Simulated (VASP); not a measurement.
Data:

```yaml
crystal:
  lattice:
    - [-1.48545, 1.48545, 1.48545]
    - [1.48545, -1.48545, 1.48545]
    - [1.48545, 1.48545, -1.48545]
  atoms:
    - { symbol: V, position: [0.00000, 0.00000, 0.00000] }
```

Level of theory: optB86b-vdW, VASP's PBE PAW potentials (set 64) (plane waves; VASP). Run with 520 eV cut-off, 15×15×15 Γ-centred mesh, first-order Methfessel-Paxton smearing of 0.10 eV, potentials V_sv.

### Question
Estimate the energy per atom (σ→0), band gap (on the k-mesh) with the smallest direct gap where there is one.

### Answer

The band gap (on the k-mesh) is none (metal, semimetal or under 0.01 eV) and the energy per atom (σ→0) is -6.051 eV/atom.

Total energies compare only between runs with the same potentials, cut-off and functional.

The compound is V in the bcc structure. It was relaxed first, which changed the volume by -6 %. The start is the result of an earlier pass. The run is not spin-polarised, so no magnetic state was tried.
